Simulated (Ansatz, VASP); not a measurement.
# TaN in two plane-wave programs, part 2 of 2

One calculation is typed for both programs; each brings its own data sets. How far apart do they land? The cell is taken from a series of runs on this material, whose earlier steps may have relaxed, scaled, displaced or heated it; both programs get it as it stands.

VASP 6.6.1 and Ansatz 0.2.0.

So far: The structure; Ansatz: zone-centre phonons, LDA.

## 3. VASP: zone-centre phonons, LDA

Level of this step: LDA; plane waves and PAW (N, Ta_pv) (VASP).

The same cell, functional (in two slightly different forms), mesh and smearing now go to VASP, with its own data sets.

Lines of VASP's logs that name or quote its potential files are left out, and so is its time.

File INCAR:

```
SYSTEM = TaN
PREC = Accurate
ENCUT = 600
EDIFF = 1E-08
NELM = 120
ISMEAR = 1
SIGMA = 0.2
LREAL = .FALSE.
ALGO = Normal
GGA = PW92
NBANDS = 14
LASPH = .TRUE.
LORBIT = 11
LWAVE = .FALSE.
LCHARG = .FALSE.
ISIF = 2
IBRION = 8
GGA_COMPAT = .FALSE.
KPAR = 2
```

File POSCAR:

```
TaN
1.0
    0.0370892411      2.1801950480      2.1701172747
    2.1801950480      0.0370892411      2.1701172747
    2.2172842891      2.2172842891      0.0000000000
N Ta
1 1
Direct
    0.0000000000      0.0000000000      0.0000000000
    0.5000000000      0.5000000000      0.5000000000
```

File KPOINTS:

```
Automatic mesh
0
Gamma
16 16 16
0 0 0
```

PAW data sets: N and Ta_pv (LDA family, release 64).

Run with:

```sh
mpirun -np 2 vasp_std
```

Numbers of over 12 decimals in the logs are rounded to 6 here.

Log:

```text
[banner, memory and clock lines left out]
running    2 mpi-ranks, on    1 nodes
 distrk:  each k-point on    1 cores,    2 groups
 distr:  one band on    1 cores,    1 groups

 POSCAR found type information on POSCAR N Ta
 POSCAR found :  2 types and       2 ions
|                                                                             |
|               ----> ADVICE to this user running VASP <----                  |
|                                                                             |
|     You enforced a specific xc type in the INCAR file but a different       |
|     [... a line on the potential file left out ...]
|     I HOPE YOU KNOW WHAT YOU ARE DOING!                                     |
|                                                                             |

 LDA part: xc-table for (Slater(with rela. corr.)+PW92), standard interpolation
 POSCAR, INCAR and KPOINTS ok, starting setup
 FFT: planning ... GRIDC
 FFT: planning ... GRID_SOFT
 FFT: planning ... GRID
 WAVECAR not read
 entering main loop
       N       E                     dE             d eps       ncg     rms          rms(c)
DAV:   1     0.941109288967E+02    0.94111E+02   -0.97826E+03 17396   0.135E+03
DAV:   2    -0.240764014463E+02   -0.11819E+03   -0.11154E+03 21270   0.329E+02
DAV:   3    -0.271710623038E+02   -0.30947E+01   -0.30544E+01 19856   0.477E+01
DAV:   4    -0.271862203555E+02   -0.15158E-01   -0.15138E-01 20592   0.353E+00
DAV:   5    -0.271863312487E+02   -0.11089E-03   -0.11089E-03 19906   0.272E-01    0.254E+01
DAV:   6    -0.242992993850E+02    0.28870E+01   -0.65758E+00 18654   0.283E+01    0.107E+01
DAV:   7    -0.241906606961E+02    0.10864E+00   -0.38109E-01 22386   0.563E+00    0.722E+00
DAV:   8    -0.241520705493E+02    0.38590E-01   -0.12518E-01 21246   0.319E+00    0.121E+00
DAV:   9    -0.241488500470E+02    0.32205E-02   -0.90341E-03 20166   0.834E-01    0.263E-01
DAV:  10    -0.241486791658E+02    0.17088E-03   -0.43044E-04 23312   0.257E-01    0.776E-02
DAV:  11    -0.241486637524E+02    0.15413E-04   -0.35962E-05 18882   0.658E-02    0.143E-02
DAV:  12    -0.241486636230E+02    0.12938E-06   -0.20512E-06 22488   0.138E-02    0.322E-03
DAV:  13    -0.241486636063E+02    0.16678E-07   -0.63132E-08 20076   0.240E-03    0.755E-04
DAV:  14    -0.241486636065E+02   -0.17963E-09   -0.27537E-09 13740   0.578E-04
   1 F= -.24148664E+02 E0= -.24148138E+02  d E =-.157585E-02
 Linear response reoptimize wavefunctions to high precision
DAV:   1    -0.241486636061E+02    0.37426E-09   -0.69390E-10 13596   0.276E-04
DAV:   2    -0.241486636061E+02   -0.59117E-11   -0.10666E-10 10860   0.908E-05
 Linear response DOF=           4
 Linear response progress:
  Degree of freedom:   1/  4
       N       E                     dE             d eps       ncg     rms          rms(c)
RMM:   1    -0.232903863660E+00   -0.23290E+00    0.15249E-01 66317   0.298E+00
RMM:   2    -0.229008459269E+00    0.38954E-02   -0.42809E-03 52547   0.499E-01    0.157E-01
RMM:   3    -0.229871056462E+00   -0.86260E-03   -0.91372E-04 47367   0.185E-01    0.797E-02
RMM:   4    -0.231232127975E+00   -0.13611E-02   -0.46757E-04 48250   0.129E-01    0.219E-02
RMM:   5    -0.231332747273E+00   -0.10062E-03   -0.19805E-05 55481   0.321E-02    0.291E-03
RMM:   6    -0.231333527257E+00   -0.77998E-06   -0.16987E-06 55303   0.717E-03    0.760E-04
RMM:   7    -0.231326158319E+00    0.73689E-05   -0.16811E-07 55855   0.192E-03    0.352E-04
RMM:   8    -0.231328204357E+00   -0.20460E-05   -0.50967E-08 59857   0.676E-04    0.882E-05
RMM:   9    -0.231327455946E+00    0.74841E-06    0.39331E-09 57267   0.238E-04    0.266E-05
RMM:  10    -0.231327305713E+00    0.15023E-06   -0.54091E-09 63013   0.788E-05    0.141E-05
RMM:  11    -0.231327331848E+00   -0.26135E-07   -0.12781E-08 57894   0.259E-05    0.700E-06
RMM:  12    -0.231327363145E+00   -0.31298E-07    0.19690E-09 58232   0.105E-05    0.258E-06
RMM:  13    -0.231327361767E+00    0.13784E-08    0.18260E-09 43212   0.529E-06    0.101E-06
 first order change of Fermi-energy   0.10770E-03
 force on displaced ion       1 direction 1 :  -8.354  -0.375   0.000
 Linear response progress:
  Degree of freedom:   2/  4
       N       E                     dE             d eps       ncg     rms          rms(c)
RMM:   1    -0.233211570403E+00   -0.23321E+00    0.15507E-01 37079   0.298E+00
RMM:   2    -0.229514821059E+00    0.36967E-02   -0.43186E-03 29663   0.500E-01    0.161E-01
RMM:   3    -0.230378793546E+00   -0.86397E-03   -0.92930E-04 26568   0.186E-01    0.815E-02
RMM:   4    -0.231757122977E+00   -0.13783E-02   -0.47739E-04 26970   0.130E-01    0.224E-02
RMM:   5    -0.231862483622E+00   -0.10536E-03   -0.20059E-05 31128   0.326E-02    0.298E-03
RMM:   6    -0.231865029283E+00   -0.25457E-05   -0.16627E-06 31009   0.731E-03    0.780E-04
RMM:   7    -0.231857084246E+00    0.79450E-05   -0.16280E-07 30925   0.197E-03    0.352E-04
RMM:   8    -0.231858990008E+00   -0.19058E-05   -0.28347E-08 33438   0.678E-04    0.920E-05
RMM:   9    -0.231858389313E+00    0.60069E-06   -0.78701E-09 32190   0.230E-04    0.266E-05
RMM:  10    -0.231858233013E+00    0.15630E-06   -0.21210E-10 35132   0.749E-05    0.139E-05
RMM:  11    -0.231858243454E+00   -0.10441E-07   -0.65331E-09 32515   0.239E-05    0.582E-06
RMM:  12    -0.231858274600E+00   -0.31146E-07    0.33324E-09 32114   0.910E-06    0.194E-06
RMM:  13    -0.231858273639E+00    0.96122E-09   -0.90322E-10 22942   0.416E-06    0.579E-07
 first order change of Fermi-energy   0.16763E-03
 force on displaced ion       1 direction 3 :   0.000   0.000  -8.718
 Linear response progress:
  Degree of freedom:   3/  4
       N       E                     dE             d eps       ncg     rms          rms(c)
RMM:   1    -0.134382487760E+00   -0.13438E+00    0.11407E+01 32012   0.240E+01
RMM:   2    -0.163207448259E+00   -0.28825E-01   -0.27731E-02 48823   0.146E+00    0.109E-01
RMM:   3    -0.162575898587E+00    0.63155E-03   -0.20443E-03 57055   0.279E-01    0.504E-02
RMM:   4    -0.162149318349E+00    0.42658E-03   -0.16494E-04 61777   0.847E-02    0.186E-02
RMM:   5    -0.161977591666E+00    0.17173E-03   -0.17011E-05 61991   0.238E-02    0.467E-03
RMM:   6    -0.161967982004E+00    0.96097E-05   -0.25560E-06 59360   0.850E-03    0.828E-04
RMM:   7    -0.161966467654E+00    0.15143E-05   -0.89116E-07 63174   0.243E-03    0.295E-04
RMM:   8    -0.161968367468E+00   -0.18998E-05   -0.56952E-07 65989   0.845E-04    0.692E-05
RMM:   9    -0.161969118498E+00   -0.75103E-06   -0.44567E-07 61641   0.350E-04    0.289E-05
RMM:  10    -0.161969379678E+00   -0.26118E-06   -0.28674E-07 61328   0.183E-04    0.841E-06
RMM:  11    -0.161969424263E+00   -0.44585E-07   -0.16256E-07 67336   0.856E-05    0.386E-06
RMM:  12    -0.161969401658E+00    0.22605E-07   -0.86315E-08 61038   0.456E-05    0.107E-06
RMM:  13    -0.161969402547E+00   -0.88893E-09   -0.50197E-08 57109   0.242E-05    0.142E-06
 first order change of Fermi-energy  -0.12954E-03
 force on displaced ion       2 direction 1 :  -8.353  -0.373   0.000
 Linear response progress:
  Degree of freedom:   4/  4
       N       E                     dE             d eps       ncg     rms          rms(c)
RMM:   1    -0.135128136522E+00   -0.13513E+00    0.11355E+01 18310   0.238E+01
RMM:   2    -0.163674862952E+00   -0.28547E-01   -0.27502E-02 27441   0.146E+00    0.110E-01
RMM:   3    -0.163023234721E+00    0.65163E-03   -0.19294E-03 31823   0.273E-01    0.514E-02
RMM:   4    -0.162582494798E+00    0.44074E-03   -0.16254E-04 34138   0.847E-02    0.184E-02
RMM:   5    -0.162414646646E+00    0.16785E-03   -0.18699E-05 34664   0.237E-02    0.484E-03
RMM:   6    -0.162401154460E+00    0.13492E-04   -0.30829E-06 33016   0.844E-03    0.836E-04
RMM:   7    -0.162399144315E+00    0.20101E-05   -0.50687E-07 34907   0.245E-03    0.286E-04
RMM:   8    -0.162401214100E+00   -0.20698E-05   -0.12221E-06 36636   0.873E-04    0.699E-05
RMM:   9    -0.162402042853E+00   -0.82875E-06   -0.88813E-07 33568   0.393E-04    0.215E-05
RMM:  10    -0.162402207005E+00   -0.16415E-06   -0.49444E-07 35716   0.191E-04    0.106E-05
RMM:  11    -0.162402355752E+00   -0.14875E-06   -0.28021E-07 35233   0.979E-05    0.642E-06
RMM:  12    -0.162402264923E+00    0.90829E-07   -0.21206E-07 32718   0.569E-05    0.199E-06
RMM:  13    -0.162402260727E+00    0.41958E-08   -0.10277E-07 35188   0.288E-05    0.290E-06
RMM:  14    -0.162402270061E+00   -0.93336E-08   -0.57157E-08 22761   0.167E-05    0.280E-06
 first order change of Fermi-energy   0.13939E-04
 force on displaced ion       2 direction 3 :   0.000   0.000  -8.716
 Linear response finished
```

Parts of OUTCAR (step 3):

```text
ion  position               nearest neighbor table
   1  0.000  0.000  0.000-   2 2.17   2 2.17   2 2.18   2 2.18   2 2.18   2 2.18
   2  0.500  0.500  0.500-   1 2.17   1 2.17   1 2.18   1 2.18   1 2.18   1 2.18

  LATTYP: Found a body centered orthorhombic cell.
 ALAT       =     3.0308092977
 B/A-ratio  =     1.0346126085
 C/A-ratio  =     1.4320381532

 Subroutine GETGRP returns: Found  8 space group operations
 (whereof  8 operations were pure point group operations)

The static configuration has the point symmetry D_2h.

 Found    621 irreducible k-points:

   k-points           NKPTS =    621   k-points in BZ     NKDIM =    621   number of bands    NBANDS=     14

   dimension x,y,z NGX =    28 NGY =   28 NGZ =   28
   dimension x,y,z NGXF=    56 NGYF=   56 NGZF=   56

   ENCUT  =  600.0 eV  44.10 Ry    6.64 a.u.   6.14  6.14  6.26*2*pi/ulx,y,z

   NELECT =      16.0000    total number of electrons

 k-points in reciprocal lattice and weights: Automatic mesh
   0.00000000  0.00000000  0.00000000       0.000
   0.06250000  0.00000000  0.00000000       0.001
   0.12500000  0.00000000  0.00000000       0.001
   0.18750000  0.00000000  0.00000000       0.001
   0.25000000  0.00000000  0.00000000       0.001
   0.31250000  0.00000000  0.00000000       0.001
   0.37500000  0.00000000  0.00000000       0.001
   0.43750000  0.00000000  0.00000000       0.001
   0.50000000  0.00000000  0.00000000       0.000
[...]
0.25000000  0.25000000  0.50000000       0.000
  -0.25000000  0.25000000  0.50000000       0.000

 average (electrostatic) potential at core
       1 -60.6781       2 -34.8485

  Total       -0.0451880     -0.0451880      0.2311624     -0.2763995      0.0000000      0.0000000
  in kB       -3.5103875     -3.5103875     17.9576516    -21.4718551      0.0000000      0.0000000
  external PRESSURE =       3.6456255 kB  Pullay stress =       0.0000000 kB

  energy-cutoff  :      600.00
  volume of cell :       20.62
      direct lattice vectors                 reciprocal lattice vectors
     0.037089241  2.180195048  2.170117275    -0.233306260  0.233306260  0.230402295
     2.180195048  0.037089241  2.170117275     0.233306260 -0.233306260  0.230402295
     2.217284289  2.217284289  0.000000000     0.225501079  0.225501079 -0.230402295

 POSITION                                       TOTAL-FORCE (eV/Angst)
 -----------------------------------------------------------------------------------
      0.00000      0.00000      0.00000        -0.000000     -0.000000      0.000000
      2.21728      2.21728      2.17012         0.000000      0.000000      0.000000
 -----------------------------------------------------------------------------------
    total drift:                                0.000000      0.000000      0.000000

 Eigenvectors and eigenvalues of the dynamical matrix
 ----------------------------------------------------

   1 f  =   12.812249 THz    80.501733 2PiTHz  427.370618 cm-1    52.987180 meV
             X         Y         Z           dx          dy          dz
      0.000000  0.000000  0.000000    -0.681250   -0.681250    0.000000
      2.217284  2.217284  2.170117     0.189471    0.189471   -0.000000

   2 f  =   12.804077 THz    80.450390 2PiTHz  427.098045 cm-1    52.953385 meV
             X         Y         Z           dx          dy          dz
      0.000000  0.000000  0.000000    -0.000000   -0.000000   -0.963430
      2.217284  2.217284  2.170117     0.000000    0.000000    0.267962

   3 f  =   12.250091 THz    76.969590 2PiTHz  408.619043 cm-1    50.662282 meV
             X         Y         Z           dx          dy          dz
      0.000000  0.000000  0.000000    -0.681242    0.681242    0.000000
      2.217284  2.217284  2.170117     0.189497   -0.189497    0.000000

   4 f/i=    0.000007 THz     0.000042 2PiTHz    0.000225 cm-1     0.000028 meV
             X         Y         Z           dx          dy          dz
      0.000000  0.000000  0.000000    -0.189497    0.189497   -0.000000
      2.217284  2.217284  2.170117    -0.681242    0.681242   -0.000000

   5 f/i=    0.000378 THz     0.002375 2PiTHz    0.012609 cm-1     0.001563 meV
             X         Y         Z           dx          dy          dz
      0.000000  0.000000  0.000000     0.000000    0.000000   -0.267962
      2.217284  2.217284  2.170117     0.000000    0.000000   -0.963430

   6 f/i=    0.000511 THz     0.003213 2PiTHz    0.017056 cm-1     0.002115 meV
             X         Y         Z           dx          dy          dz
      0.000000  0.000000  0.000000     0.189471    0.189471    0.000000
      2.217284  2.217284  2.170117     0.681249    0.681250    0.000000

 ELASTIC MODULI CONTR FROM IONIC RELAXATION (kBar)
 Direction    XX          YY          ZZ          XY          YZ          ZX
 --------------------------------------------------------------------------------
 XX           0.0000      0.0000      0.0000      0.0000      0.0000      0.0000
 YY           0.0000      0.0000      0.0000      0.0000      0.0000      0.0000
 ZZ           0.0000      0.0000      0.0000      0.0000      0.0000      0.0000
 XY           0.0000      0.0000      0.0000      0.0000      0.0000      0.0000
 YZ           0.0000      0.0000      0.0000      0.0000      0.0000      0.0000
 ZX           0.0000      0.0000      0.0000      0.0000      0.0000      0.0000
 --------------------------------------------------------------------------------
```

## 4. Differences

Known differences besides the potentials themselves: the data sets hold 18 valence electrons in Ansatz (on its PAW soft_1 files) and 16 in VASP; the cutoff is 420 eV in Ansatz and 600 eV in VASP; VASP's log shows a relativistic correction to its local exchange, Ansatz's none. Total energies have different zeros and are not compared.

Compared:

```csv
quantity,Ansatz,VASP,difference
optical mode 1 (cm⁻¹),406.6,408.6,-0.48 %
optical mode 2 (cm⁻¹),425.0,427.1,-0.50 %
optical mode 3 (cm⁻¹),425.7,427.4,-0.39 %
```

Modes are paired by rising frequency, not by their patterns, so a pair may set unlike modes beside each other; they are those without the splitting of longitudinal modes.

## 5. Summary of results

```
r.m.s. difference of the optical zone-centre modes, each program's sorted by frequency (zone-centre phonons, LDA) : 1.9 cm⁻¹
difference in optical mode 2 (zone-centre phonons, LDA)                                                           : -0.5 %
```

The r.m.s. difference of the optical zone-centre modes, each program's sorted by frequency is 1.9 cm⁻¹ (zone-centre phonons, LDA). The data sets hold unlike numbers of valence electrons (18 in Ansatz and 16 in VASP), so part of the differences comes from the potentials. Among the rows given in per cent, the largest difference of the zone-centre phonons, LDA pair is in optical mode 2, -0.5 %. How closely two codes agree says nothing of how well the functional describes the real material.

[Lines on the potential files, build, host, timing and source positions are cut from VASP's logs without a mark.]

[Logs are printed without paths, hosts, clocks, repeated set-up lines and the standing remarks that a program may print on its own settings, such as how far it seeks lower states.]

[Hosts, paths, dates, database ids (printed as entryN), source tags and the programs' standing remarks are cut or masked in the printed files.]
